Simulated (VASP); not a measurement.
All values below come from PBEsol GGA, VASP's PBE PAW potentials (set 64) (plane waves; VASP).

A VASP calculation is set up with these files.

### POSCAR
```
ZnO
1
    3.2381934450     0.0000000000     0.0000000000
   -1.6190967225     2.8043582187     0.0000000000
    0.0000000000     0.0000000000     5.2238605407
Zn O
2 2
Direct
  0.3333330000   0.6666670000   0.0000000000
  0.6666670000   0.3333330000   0.5000000000
  0.3333330000   0.6666670000   0.3820000000
  0.6666670000   0.3333330000   0.8820000000
```

### INCAR
```
ALGO = Fast
EDIFF = 1E-5
EDIFFG = -0.03
ENCUT = 450
GGA = PS
IBRION = 2
ISIF = 2
ISMEAR = 0
LASPH = .True.
LCHARG = .False.
LMAXMIX = 4
LREAL = .False.
LWAVE = .False.
NELM = 100
NELMIN = 4
NSW = 20
PREC = Normal
SIGMA = 0.05
SYSTEM = ZnO
```

### KPOINTS
```
K-points
0
Gamma
 11 11 6
0 0 0
```

POTCAR, in this order: Zn O (PBE.64 set). Program: vasp_std.

The run wrote:

File OSZICAR:
```
       N       E                     dE             d eps       ncg     rms          rms(c)
DAV:   1     0.262408494734E+03    0.26241E+03   -0.17429E+04  2848   0.217E+03
DAV:   2     0.466516935958E+01   -0.25774E+03   -0.24852E+03  3008   0.408E+02
DAV:   3    -0.217514979415E+02   -0.26417E+02   -0.26232E+02  3308   0.143E+02
DAV:   4    -0.222035936135E+02   -0.45210E+00   -0.45179E+00  3098   0.202E+01
DAV:   5    -0.222070627943E+02   -0.34692E-02   -0.34691E-02  3284   0.166E+00    0.145E+01
RMM:   6    -0.194318219984E+02    0.27752E+01   -0.10338E+01  2816   0.214E+01    0.112E+01
RMM:   7    -0.194544600978E+02   -0.22638E-01   -0.14813E+00  2816   0.118E+01    0.454E+00
RMM:   8    -0.194213231186E+02    0.33137E-01   -0.21414E-01  2816   0.405E+00    0.269E+00
RMM:   9    -0.194188719238E+02    0.24512E-02   -0.73470E-02  2816   0.294E+00    0.322E-01
RMM:  10    -0.194174757076E+02    0.13962E-02   -0.26088E-02  2829   0.901E-01    0.138E-01
RMM:  11    -0.194179354239E+02   -0.45972E-03   -0.49940E-03  2878   0.667E-01    0.120E-01
RMM:  12    -0.194178563866E+02    0.79037E-04   -0.15655E-03  2856   0.245E-01    0.454E-02
RMM:  13    -0.194178803089E+02   -0.23922E-04   -0.45151E-04  2725   0.109E-01    0.466E-02
RMM:  14    -0.194178816502E+02   -0.13413E-05   -0.63611E-05  1875   0.505E-02
   1 F= -.19417882E+02 E0= -.19417882E+02  d E =-.194179E+02
       N       E                     dE             d eps       ncg     rms          rms(c)
DAV:   1    -0.194181149646E+02   -0.23466E-03   -0.43117E-01  3242   0.525E+00    0.139E-01
RMM:   2    -0.194189943440E+02   -0.87938E-03   -0.92744E-03  2816   0.895E-01    0.899E-02
RMM:   3    -0.194190656793E+02   -0.71335E-04   -0.10400E-03  2816   0.299E-01    0.403E-02
RMM:   4    -0.194190686376E+02   -0.29583E-05   -0.11914E-04  2515   0.111E-01    0.247E-02
RMM:   5    -0.194190680173E+02    0.62034E-06   -0.22259E-05  1715   0.501E-02
   2 F= -.19419068E+02 E0= -.19419068E+02  d E =-.118637E-02
       N       E                     dE             d eps       ncg     rms          rms(c)
DAV:   1    -0.194187618515E+02    0.30679E-03   -0.23012E-01  2828   0.383E+00    0.104E-01
RMM:   2    -0.194192530842E+02   -0.49123E-03   -0.51695E-03  2816   0.669E-01    0.690E-02
RMM:   3    -0.194192947661E+02   -0.41682E-04   -0.59793E-04  2794   0.226E-01    0.303E-02
RMM:   4    -0.194192975037E+02   -0.27376E-05   -0.75437E-05  2368   0.864E-02
   3 F= -.19419298E+02 E0= -.19419298E+02  d E =-.141585E-02
```

**OUTCAR**
```
------------------------ aborting loop because EDIFF is reached ----------------------------------------
  FORCE on cell =-STRESS in cart. coord.  units (eV):
  Direction    XX          YY          ZZ          XY          YZ          ZX
  --------------------------------------------------------------------------------------
  Total       -0.4206514     -0.4206515     -0.3769525      0.0000000     -0.0000000     -0.0000000
  in kB      -14.2070872    -14.2070916    -12.7312008      0.0000000     -0.0000000     -0.0000000
  external PRESSURE =     -13.7151265 kB  Pullay stress =       0.0000000 kB
  volume of cell :       47.44
      direct lattice vectors                 reciprocal lattice vectors
     3.238193445  0.000000000  0.000000000     0.308814164  0.178293913  0.000000000
    -1.619096722  2.804358219  0.000000000     0.000000000  0.356587826  0.000000000
     0.000000000  0.000000000  5.223860541     0.000000000  0.000000000  0.191429306
  FREE ENERGIE OF THE ION-ELECTRON SYSTEM (eV)
  ---------------------------------------------------
  free  energy   TOTEN  =       -19.4192975037 eV

  energy  without entropy=      -19.4192975037  energy(sigma->0) =      -19.41929750

 reached required accuracy - stopping structural energy minimisation
```
(Selected blocks of OUTCAR.)

CONTCAR:
```
ZnO
   1.00000000000000
     3.2381934449999998    0.0000000000000000    0.0000000000000000
    -1.6190967224999999    2.8043582187000000    0.0000000000000000
     0.0000000000000000    0.0000000000000000    5.2238605406999996
  Zn              O
     2     2
Direct
     0.3333330000000032    0.6666669999999968    0.0014919105763349
     0.6666669999999968    0.3333330000000032    0.5014919105763349
     0.3333330000000032    0.6666669999999968    0.3805080894236629
     0.6666669999999968    0.3333330000000032    0.8805080894236630
```

OUTCAR:
```
 val. band max:        1.0811138596   @ k =   0.0000   0.0000   0.0000

 cond. band min:       1.7639143004   @ k =   0.0000   0.0000   0.0000


 Fermi energy:         1.2900384849

 k-point     1 :       0.0000    0.0000    0.0000
  band No.  band energies     occupation
      1     -16.9901      2.00000
      2     -16.2429      2.00000
      3      -4.6713      2.00000
      4      -4.6500      2.00000
      5      -4.6500      2.00000
      6      -4.6069      2.00000
      7      -4.4553      2.00000
      8      -4.4553      2.00000
      9      -3.4376      2.00000
     10      -3.4376      2.00000
     11      -3.2212      2.00000
     12      -3.2212      2.00000
     13      -2.9480      2.00000
     14       0.2769      2.00000
     15       0.2769      2.00000
     16       0.9904      2.00000
     17       1.0811      2.00000
     18       1.0811      2.00000
     19       1.7639      0.00000
     20       6.2119      0.00000
     21       9.1702      0.00000
     22      13.8771      0.00000

 k-point     2 :       0.0909    0.0000    0.0000
  band No.  band energies     occupation
      1     -16.9427      2.00000
      2     -16.2222      2.00000
      3      -4.7113      2.00000
      4      -4.6232      2.00000
      5      -4.5999      2.00000
      6      -4.5761      2.00000
      7      -4.4592      2.00000
      8      -4.4177      2.00000
      9      -3.4578      2.00000
     10      -3.4405      2.00000
     11      -3.2169      2.00000
     12      -3.1887      2.00000
     13      -2.9582      2.00000
     14      -0.0337      2.00000
     15       0.1633      2.00000
     16       0.5204      2.00000
     17       0.9359      2.00000
     18       1.0212      2.00000
     19       2.4341      0.00000
     20       6.5660      0.00000
     21       9.1643      0.00000
     22      12.9912      0.00000

 k-point     3 :       0.1818   -0.0000    0.0000
  band No.  band energies     occupation
      1     -16.8115      2.00000
...
```

At this cut-off the stress carries a Pulay error, which pulls relaxed volumes low.

The compound is ZnO in the wurtzite structure. This run relaxes the ions in a fixed cell. Symmetry was kept, so distortions that lower it aren't found.
